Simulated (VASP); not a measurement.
# ZrC (Fm-3m): a series in a change of volume

How do stress and energy of ZrC follow a change of volume?

Calculated with VASP 6.6.1; PBEsol; plane waves and PAW (Zr_sv, C); cell typed or built by script, in the first sound run; inputs show where later runs differ.

## (1) Starting point

The structure is cubic, space group Fm-3m (No. 225). Conventional cell: a = 4.700 Å, b = 4.700 Å, c = 4.700 Å, α = 90.00°, β = 90.00°, γ = 90.00°. Zr has 6 C at 2.35 Å nearest. Nearest to C lie 6 Zr at 2.35 Å. Farther neighbours are not listed.

## (2) Relax the crystal, PBEsol

The series starts from the cell that this level prefers, so that zero strain is near zero stress.

This step took 2 runs in a row; the last is shown.

Level: PBEsol; plane waves and PAW (Zr_sv, C); cell typed or built by script.

INCAR reads:

```
SYSTEM = ZrC
PREC = Accurate
ENCUT = 600
EDIFF = 1E-07
NELM = 120
ISMEAR = 1
SIGMA = 0.15
LREAL = .FALSE.
ALGO = Normal
GGA = PS
NBANDS = 14
LASPH = .TRUE.
LORBIT = 11
LWAVE = .FALSE.
LCHARG = .FALSE.
KPAR = 8
IBRION = 2
NSW = 40
ISIF = 3
EDIFFG = -0.005
POTIM = 0.4
```

POSCAR reads:

```
ZrC
1.0
    0.0000000000      2.3355427485      2.3355427485
    2.3355427485      0.0000000000      2.3355427485
    2.3355427485      2.3355427485      0.0000000000
Zr C
1 1
Direct
    0.0000000000      0.0000000000      0.0000000000
    0.5000000000      0.5000000000      0.5000000000
```

KPOINTS reads:

```
Automatic mesh
0
Gamma
18 18 18
0 0 0
```

PAW data sets: Zr_sv and C (PBE family, release 64).

The run is started by

```sh
mpirun -np 8 vasp_std
```

Output:

```text
[banner, memory and clock lines left out]
running    8 mpi-ranks, on    1 nodes
[...]
|                                                                             |
|           W    W    AA    RRRRR   N    N  II  N    N   GGGG   !!!           |
|           W    W   A  A   R    R  NN   N  II  NN   N  G    G  !!!           |
|           W    W  A    A  R    R  N N  N  II  N N  N  G       !!!           |
|           W WW W  AAAAAA  RRRRR   N  N N  II  N  N N  G  GGG   !            |
|           WW  WW  A    A  R   R   N   NN  II  N   NN  G    G                |
|           W    W  A    A  R    R  N    N  II  N    N   GGGG   !!!           |
|                                                                             |
|     For optimal performance we recommend to set                             |
|       NCORE = 2 up to number-of-cores-per-socket                            |
|     NCORE specifies how many cores store one orbital (NPAR=cpu/NCORE).      |
|     This setting can greatly improve the performance of VASP for DFT.       |
[...]
|     You enforced a specific xc type in the INCAR file but a different       |
|     [... a line on the potential file left out ...]
|     I HOPE YOU KNOW WHAT YOU ARE DOING!                                     |
|                                                                             |

 LDA part: xc-table for (Slater+PW92), standard interpolation
 POSCAR, INCAR and KPOINTS ok, starting setup
[...]
entering main loop
       N       E                     dE             d eps       ncg     rms          rms(c)
DAV:   1     0.115064087494E+03    0.11506E+03   -0.95762E+03  5460   0.129E+03
DAV:   2    -0.183220030657E+02   -0.13339E+03   -0.12459E+03  6774   0.318E+02
DAV:   3    -0.236319696987E+02   -0.53100E+01   -0.52558E+01  7924   0.565E+01
DAV:   4    -0.237806437026E+02   -0.14867E+00   -0.14861E+00  6756   0.832E+00
[...]
DAV:  12    -0.205737011830E+02    0.33309E-05   -0.16614E-05  7296   0.294E-02    0.107E-02
DAV:  13    -0.205737007234E+02    0.45960E-06   -0.11525E-06  6642   0.779E-03    0.438E-03
DAV:  14    -0.205737006596E+02    0.63773E-07   -0.63516E-08  3828   0.184E-03
   1 F= -.20573701E+02 E0= -.20573610E+02  d E =-.205737E+02
[...]
reached required accuracy - stopping structural energy minimisation
```

The job ended after 12 s (8 MPI ranks of Intel Xeon 6975P-C (Granite Rapids), shared host; peak memory 1.8 GiB).

Lines that name or quote the potential files are left out of all logs, and their timing lines are given in words.

OUTCAR, selected parts (step 2):

```text
  Total       -0.0018072     -0.0018072     -0.0018072      0.0000000      0.0000000     -0.0000000
  in kB       -0.1136367     -0.1136367     -0.1136367      0.0000000      0.0000000     -0.0000000
  external PRESSURE =      -0.1136367 kB  Pullay stress =       0.0000000 kB

 POSITION                                       TOTAL-FORCE (eV/Angst)
 -----------------------------------------------------------------------------------
      0.00000      0.00000      0.00000        -0.000000      0.000000     -0.000000
      2.33554      2.33554      2.33554         0.000000     -0.000000      0.000000
 -----------------------------------------------------------------------------------
    total drift:                                0.000000      0.000000      0.000000

  FREE ENERGIE OF THE ION-ELECTRON SYSTEM (eV)
  ---------------------------------------------------
  free  energy   TOTEN  =       -20.5737006596 eV

  energy  without entropy=      -20.5734298950  energy(sigma->0) =      -20.57361040

 reached required accuracy - stopping structural energy minimisation

[... 3 further parts left out ...]
[key lines of the parts left out:]
E-fermi :   9.7174
```

This run gave:

```
energy(sigma→0) of the program : -20.5736 eV
stress, compression positive   : xx, yy, zz -0.01, -0.01, -0.01 GPa
volume                         : 25.480 Å³
ionic steps                    : 1
```

## (3) Relax at fixed volume, PBEsol

One member in full: the volume is scaled by 1.045, and the cell is held.

Level: PBEsol; plane waves and PAW (Zr_sv, C); cell typed or built by script.

INCAR, as its differences from that of step 2:

```diff
@@ -15,7 +15,8 @@
 LCHARG = .FALSE.
-KPAR = 8
+KPAR = 2
 IBRION = 2
 NSW = 40
-ISIF = 3
-EDIFFG = -0.005
+ISIF = 2
+EDIFFG = -0.004
 POTIM = 0.4
+MAXMIX = 40
```

POSCAR reads:

```
ZrC
1.0
    0.0000000000      2.3700631485      2.3700631485
    2.3700631485      0.0000000000      2.3700631485
    2.3700631485      2.3700631485      0.0000000000
Zr C
1 1
Direct
    0.0000000000      0.0000000000      0.0000000000
    0.5000000000      0.5000000000      0.5000000000
```

KPOINTS is that of step 2.

The run is started by

```sh
mpirun -np 2 vasp_std
```

Output:

```text
[banner, memory and clock lines left out]
running    2 mpi-ranks, on    1 nodes
[...]
[... a notice as in an earlier step ...]

 LDA part: xc-table for (Slater+PW92), standard interpolation
 POSCAR, INCAR and KPOINTS ok, starting setup
[...]
entering main loop
       N       E                     dE             d eps       ncg     rms          rms(c)
DAV:   1     0.113387990763E+03    0.11339E+03   -0.94808E+03  5460   0.128E+03
DAV:   2    -0.183720788839E+02   -0.13176E+03   -0.12302E+03  6876   0.315E+02
DAV:   3    -0.236413478068E+02   -0.52693E+01   -0.51920E+01  7922   0.560E+01
DAV:   4    -0.238028283245E+02   -0.16148E+00   -0.16140E+00  7010   0.850E+00
[...]
DAV:  12    -0.205393957686E+02    0.39850E-05   -0.15232E-05  7336   0.278E-02    0.114E-02
DAV:  13    -0.205393953162E+02    0.45237E-06   -0.13829E-06  6756   0.819E-03    0.422E-03
DAV:  14    -0.205393952459E+02    0.70302E-07   -0.71611E-08  3978   0.189E-03
   1 F= -.20539395E+02 E0= -.20539311E+02  d E =-.205394E+02
[...]
reached required accuracy - stopping structural energy minimisation
```

Elapsed: 29 s, on 2 MPI ranks; peak memory 0.44 GiB; 56 s of CPU time.

OUTCAR, selected parts (step 3):

```text
  Total       -1.5788645     -1.5788645     -1.5788645      0.0000000     -0.0000000      0.0000000
  in kB      -95.0048345    -95.0048345    -95.0048345      0.0000000     -0.0000000      0.0000000
  external PRESSURE =     -95.0048345 kB  Pullay stress =       0.0000000 kB

 POSITION                                       TOTAL-FORCE (eV/Angst)
 -----------------------------------------------------------------------------------
      0.00000      0.00000      0.00000         0.000000      0.000000      0.000000
      2.37006      2.37006      2.37006        -0.000000     -0.000000     -0.000000
 -----------------------------------------------------------------------------------
    total drift:                                0.000000      0.000000      0.000000

  FREE ENERGIE OF THE ION-ELECTRON SYSTEM (eV)
  ---------------------------------------------------
  free  energy   TOTEN  =       -20.5393952459 eV

  energy  without entropy=      -20.5391439616  energy(sigma->0) =      -20.53931148

[... 2 parts as in an earlier step ...]

[... 2 further parts left out ...]
[key lines of the parts left out:]
E-fermi :   9.2115
```

This run gave:

- energy(sigma→0) of the program: -20.5393 eV
- stress, compression positive: xx, yy, zz -9.50, -9.50, -9.50 GPa
- ionic steps: 1

## (4) All members

The other members went through these steps as far as the tables show, with the same cutoff and, step by step, the same mesh; 9 runs are not shown. The session took 0.22 core hours (wall time by ranks) on a shared machine.

| volume over the relaxed volume | volume (Å³/atom) | pressure (GPa) | energy above the unstrained row, extrapolated to no smearing (meV/atom) |
| --- | --- | --- | --- |
| 0.940 | 11.975 | 16.486 | 38.057 |
| 0.955 | 12.166 | 11.883 | 20.985 |
| 0.970 | 12.358 | 7.616 | 9.202 |
| 0.985 | 12.549 | 3.659 | 2.325 |
| 1 | 12.740 | -0.011 | 0.000 |
| 1.015 | 12.931 | -3.416 | 1.897 |
| 1.030 | 13.122 | ? | ? |
| 1.045 | 13.313 | -9.500 | 17.150 |
| 1.060 | 13.504 | -12.216 | 29.959 |

## (5) Stress from the known rows

A least-squares cubic through the 8 rows shown, with u the logarithm of the volume ratio: pressure = − 444.3 u³ + 474.3 u² − 235.6 u − 0.01173 (GPa), r.m.s. residual 4.2e-4 GPa.

At u = 0.02956 this predicts -6.572 GPa.

## (6) The withheld row

The calculation gives -6.572 GPa, so the prediction is right to the last digit shown.

A cubic of the pressure in ln(V/V₀) through all rows has the slope −B at V₀: B = 236 GPa, and its curvature gives B′ = 4.0.

## (7) What came out

* error of the predicted pressure: 0.000 GPa
* bulk modulus: 236 GPa

What this shows: The slope of the energy gives 0.13 GPa at the relaxed volume where the pressure column has -0.01 GPa, a mark of the finite basis or of the smearing. These are static values: temperature and zero-point motion are left out. In a metal the slopes also depend on mesh and smearing, which were held through the series.

[Lines on the potential files, build, host, timing and source positions are cut from VASP's logs without a mark.]

[Logs are printed without paths, hosts, clocks, repeated set-up lines and the standing remarks that a program may print on its own settings, such as how far it seeks lower states.]

[Hosts, paths, dates, database ids (printed as entryN), source tags and the programs' standing remarks are cut or masked in the printed files.]

[In band tables of VASP the shares of atoms and orbitals are scaled to a sum of 1 inside the atoms' spheres.]
